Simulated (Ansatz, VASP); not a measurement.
# GaSb: VASP beside Ansatz, part 2 of 2

Aim: how closely do two programs agree when they are given the same cell, functional and k mesh? The cell is taken from a series of runs on this material, whose earlier steps may have relaxed, scaled, displaced or heated it; both programs get it as it stands.

VASP 6.6.1 and Ansatz 0.2.0.

So far: Starting point; VASP: zone-centre phonons, PBEsol.

**3. Ansatz: zone-centre phonons, PBEsol**

Level of this step: Ansatz beside VASP: Kohn-Sham DFT, plane waves, PBEsol (Ansatz).

Ansatz runs on its PAW soft_1 files.

The same cell, functional, mesh and smearing now go to Ansatz, which takes its cutoff from its data sets.

input.yaml reads:

```yaml
crystal:
  lattice:
    - [0.0, 3.0252106306, 3.0835178161]
    - [3.0252106306, 0.0, 3.0835178161]
    - [3.0252106306, 3.0252106306, 0.0]
  atoms:
    - { symbol: Ga, position: [0.0, 0.0, 0.0] }
    - { symbol: Sb, position: [0.75, 0.75, 0.75] }
kpoints:
  mp_grid: { grid: [12, 12, 12] }
hamiltonian:
  xc: pbesol
  pseudopotentials: { kind: paw, azcp: { folder: soft_1 }, xc_functional: pbe }
scf:
  occupations: { method: methfessel_paxton, width: 0.2 }
output:
  eigenvalues: true
phonons:
  method: dfpt
```

Command:

```console
$ ansatz run input.yaml --threads 4 --pin off --max-ram 10240MiB --backend cpu --events-out ev --progress --plain --runs-dir out
```

Numbers of over 12 decimals in the logs are rounded to 6 here.

The log of the run:

```text
zone centre: on kpoints.mp_grid the ground state, and the responses unless they are solved on pairs of k-points, stand on 280 of the mesh's 1728 k-points, reduced under 4 symmetry operations, with k and −k counted as one. Each operation leaves every solved displacement unchanged or reverses it
Engine: ansatz 0.2.0, aarch64-unknown-linux-gnu
Pseudopotentials: kind: paw
Pseudopotential: Ga, paw, valence charge 13, recommended cutoff 420 eV (normal), soft_1/Ga.paw.azcp
Pseudopotential: Sb, paw, valence charge 15, recommended cutoff 420 eV (normal), soft_1/Sb.paw.azcp
Functional definition: PBEsol
  exchange = pbesol_x
  correlation = pbesol_c
Crystal: 2 atoms, lattice volume = 56.440 Å³
Basis set: ecut = 420 eV, 1091 PW (Γ), exchange–correlation on 60×60×60 points (8 copies of the dense FFT grid, shifted against one another)
Bands: 18, of which v1, the nominal top of the filled ones, is band 14 counted from 1 (13 counted from 0)
Symmetry: 8 space group operations
k-points: 280 of 1728 (irreducible under 4 space group operations, time reversal used)
Non-local potential: Ga, projectors of the file, l = 0: 2, l = 1: 2, l = 2: 3, l = 3: 1
Non-local potential: Sb, projectors of the file, l = 0: 2, l = 1: 2, l = 2: 2, l = 3: 1
PAW form: soft (Blöchl's): semilocal exchange-correlation on the pseudo side does not see the compensation charge
PAW frozen core: Ga, regenerated for the run's functional, and the local potential with it (the file was generated under x = pbe(κ = 0.804, μ = 0.219515), c = pbe(β = 0.066725))
PAW frozen core: Sb, regenerated for the run's functional, and the local potential with it (the file was generated under x = pbe(κ = 0.804, μ = 0.219515), c = pbe(β = 0.066725))
PAW one-centre angular grid: Ga, 590 points (default); XC on 64 Gauss nodes
PAW one-centre angular grid: Sb, 590 points (default); XC on 64 Gauss nodes
Initial density: superposition of atomic densities (chi_scale 0.1, normalization cell, long waves kept (reshape's long-wave potential 0.00 eV rms))
Initial wavefunctions: pseudopotential atomic-orbital guess
Functional: x = pbesol(κ = 0.804, μ = 0.123457), c = pbesol(β = 0.046)
SCF iter   1: F=—  HF=-10151.698032 eV  |F-HF|=—  |Δ(HF+E_count)|=         —  Δρ=3.20e-2  dr2=4.13e-1  ethr=3.10e-3  ⟨swp⟩=5.7  Hψ=26148  notcnv=0
preconditioner: auto → none  [insulator: Δε(μ)=0.338 eV  Ē_g=14.775 eV  σ=0.200 eV  W_gap=0.60  n_scr=14 (ndim 8)  ℏωp=21.0 eV  f_vac=0.005  D(μ)=0.03/eV (n_scr^D=0)  ε∞_Penn≈3.0]
SCF iter   2: F=—  HF=-10151.620917 eV  |F-HF|=—  |Δ(HF+E_count)|=   7.71e-2  S|Δr|=    0.00e0  Δρ=1.45e-2  dr2=6.96e-2  ethr=1.47e-3  ⟨swp⟩=2.0  Hψ=8388  notcnv=0
SCF iter   3: F=—  HF=-10151.619208 eV  |F-HF|=—  |Δ(HF+E_count)|=   1.71e-3  S|Δr|=    0.00e0  Δρ=4.91e-3  dr2=1.27e-2  ethr=2.49e-4  ⟨swp⟩=2.0  Hψ=7952  notcnv=0
SCF iter   4: F=—  HF=-10151.613539 eV  |F-HF|=—  |Δ(HF+E_count)|=   5.67e-3  S|Δr|=    0.00e0  Δρ=8.46e-4  dr2=2.19e-4  ethr=4.52e-5  ⟨swp⟩=2.0  Hψ=7561  notcnv=0
SCF iter   5: F=—  HF=-10151.613501 eV  |F-HF|=—  |Δ(HF+E_count)|=   3.87e-5  S|Δr|=    0.00e0  Δρ=3.56e-4  dr2=2.48e-5  ethr=7.81e-7  ⟨swp⟩=2.0  Hψ=7563  notcnv=0
SCF iter   6: F=—  HF=-10151.613505 eV  |F-HF|=—  |Δ(HF+E_count)|=   4.16e-6  S|Δr|=    0.00e0  Δρ=3.60e-5  dr2=5.99e-7  ethr=8.87e-8  ⟨swp⟩=2.0  Hψ=8768  notcnv=0
SCF iter   7: F=—  HF=-10151.613504 eV  |F-HF|=—  |Δ(HF+E_count)|=   4.34e-7  S|Δr|=    0.00e0  Δρ=6.93e-6  dr2=2.40e-8  ethr=2.14e-9  ⟨swp⟩=2.0  Hψ=8963  notcnv=0
SCF iter   8: F=—  HF=-10151.613504 eV  |F-HF|=—  |Δ(HF+E_count)|=   2.43e-8  S|Δr|=    0.00e0  Δρ=1.78e-6  dr2=1.63e-9  ethr=8.58e-11  ⟨swp⟩=2.1  Hψ=6342  notcnv=0
SCF iter   9: F=—  HF=-10151.613504 eV  |F-HF|=—  |Δ(HF+E_count)|=  4.35e-10  S|Δr|=    0.00e0  Δρ=1.50e-7  dr2=1.11e-11  ethr=5.83e-12  ⟨swp⟩=2.0  Hψ=8962  notcnv=0
SCF iter  10: F=-10151.613504 eV  HF=-10151.613504 eV  |F-HF|=3.64e-12  |Δ(HF+E_count)|=    0.00e0  S|Δr|=    0.00e0  Δρ=2.23e-8  dr2=1.74e-13  ethr=1.00e-12  ⟨swp⟩=6.0  Hψ=21522  notcnv=0
SCF 1 converged in 10 iterations: F = -10151.613504 eV  dr2 = 1.74e-13
  greatest PAW one-centre occupation: 0.996 electrons in one spin orbital (limit 2), on the Sb atom at site 1 (counted from 0), in its partial waves of l = 2
DFPT response loops at Γ: preconditioner auto → Kerker (q_TF=auto, 2.427 Å⁻¹) (partly filled bands, converged f_vac=0.075); β = 1.00, the filter's whole step (`scf.mixing.beta` (0.50) is not read by the response loops under this deck's `scf.mixing.preconditioner`; to damp them name `kerker` or `kerker_dos`, under which they read `scf.mixing.beta`, and type it under 1.00, their step now; both keys bind the ground state too); Broyden in place of MSR1
SCF converged after 10 iterations
Stability not checked: this state was not tested for a lower state beside it, because cold or Methfessel-Paxton smearing, or corrected tetrahedra, fill the levels in a way that the test cannot read (fill_not_monotonic; see scf.lower_state_search)
Free energy (F): -10151.613504 eV
Harris-Foulkes:  -10151.613504 eV  (|F-HF|=3.64e-12)
Internal energy: -10151.613926 eV  (E = F + TS)
E sigma→0 (E₀):  -10151.613610 eV
Entropy (-TS):   0.000421 eV (0.211 meV/atom)
Fermi energy:    7.932968 eV
Step filling:    the computed levels leave a gap of 0.0429 eV = 0.2 smearing widths at the electron count; against every level under it full and every level over it empty, smearing changes F+E_penalty+E_count by +0.141 meV and its σ→0 estimate by +0.036 meV
--- Per-component energies (eV) ---
  E_band       = -256.985698
  E_kinetic    = 276.054956
  E_local      = -3362.291645  (includes V_loc(G=0)·N_el)
  E_nonlocal   = 299.814818
  E_hartree    = 1720.943553
  E_xc         = -160.513714
  E_vxc        = -146.255980  (∫ρ·V_xc dr)
  E_paw        = -6420.900377  (= ΣΔE_a)
  E_vpaw       = -766.194870  (= ΣTr[D̂ρ^β])
  E_aug_tail   = -0.000079  (compensation charges beyond the density's cutoff)
  E_ewald      = -2505.916271
  E_core_change = 1.194834  (= ΣΔE_core)
  E_smearing   = 0.000421  (= −TS)
  E_closure    = -0.000000  (closes the sum)
  Σ components = -10151.613504   (vs F -10151.613504, Δ=0.00e0)
--- Band table (eV; the first three rows and the last of 280) ---
  k-point 0: bands = [... 10 lower, -3.7383, 7.7871, 7.9023, 7.9023, 7.9453, 10.6146, 10.6146, 10.6697]
  k-point 1: bands = [... 10 lower, -3.6653, 6.5579, 7.6963, 7.7788, 8.7908, 10.7893, 10.7995, 10.9127]
  k-point 2: bands = [... 10 lower, -3.4508, 5.1393, 7.4029, 7.5014, 8.8802, 11.1763, 11.1860, 11.8210]
  k-point 279: bands = [... 10 lower, -1.2809, 0.9302, 5.3137, 5.3137, 8.7991, 9.0864, 16.6419, 16.6419]
--- Phonons (Γ-DFPT): 4 representative perturbations + reference, on 280 of 1728 k-points (Σ response iterations 12) ---
  k mesh reduced under 4 symmetry operations, with k and −k counted as one. Each operation leaves every solved displacement unchanged or reverses it
  ASR residual: 2.124e-5 → 0.000e0 eV/Å²; symmetrization residual: 1.572e-6 eV/Å²
  ASR residual per site (eV/Å²): 2.05e-5 2.12e-5
  Γ frequencies (cm⁻¹): 0.00 0.00 0.00 221.33 221.99 221.99
  non-analytic LO–TO correction: not included (Born effective charges unavailable; polar crystals: no LO–TO splitting at Γ)
```

The column dr2 measures how far the density is from self-consistency, as an energy; F and HF (Harris–Foulkes) agree once it is small.

**4. Comparison**

Known differences besides the potentials themselves: the data sets hold 28 valence electrons in Ansatz (on its PAW soft_1 files) and 18 in VASP; the cutoff is 420 eV in Ansatz and 500 eV in VASP; Ansatz makes its cores anew for this functional, VASP keeps those of its PBE data sets. Total energies have different zeros and are not compared.

The two programs side by side:

```csv
quantity,Ansatz,VASP,difference
optical mode 1 (cm⁻¹),221.3,222.5,-0.53 %
optical mode 2 to 3 (cm⁻¹),222.0,223.0,-0.44 %
```

Modes are paired by rising frequency, not by their patterns, so a pair may set unlike modes beside each other; they are those without the splitting of longitudinal modes.

**5. Results**

```
r.m.s. difference of the optical zone-centre modes, each program's sorted by frequency (zone-centre phonons, PBEsol) : 1.1 cm⁻¹
difference in optical mode 1 (zone-centre phonons, PBEsol)                                                           : -0.5 %
```

What this shows: The r.m.s. difference of the optical zone-centre modes, each program's sorted by frequency is 1.1 cm⁻¹ (zone-centre phonons, PBEsol). The data sets hold unlike numbers of valence electrons (28 in Ansatz and 18 in VASP), so part of the differences comes from the potentials. Among the rows given in per cent, the largest difference of the zone-centre phonons, PBEsol pair is in optical mode 1, -0.5 %. Such differences can come from data sets, numerical settings and the points named under the comparisons, not from the functional's error against experiment.

[Lines on the potential files, build, host, timing and source positions are cut from VASP's logs without a mark.]

[Logs are printed without paths, hosts, clocks, repeated set-up lines and the standing remarks that a program may print on its own settings, such as how far it seeks lower states.]

[Hosts, paths, dates, database ids (printed as entryN), source tags and the programs' standing remarks are cut or masked in the printed files.]
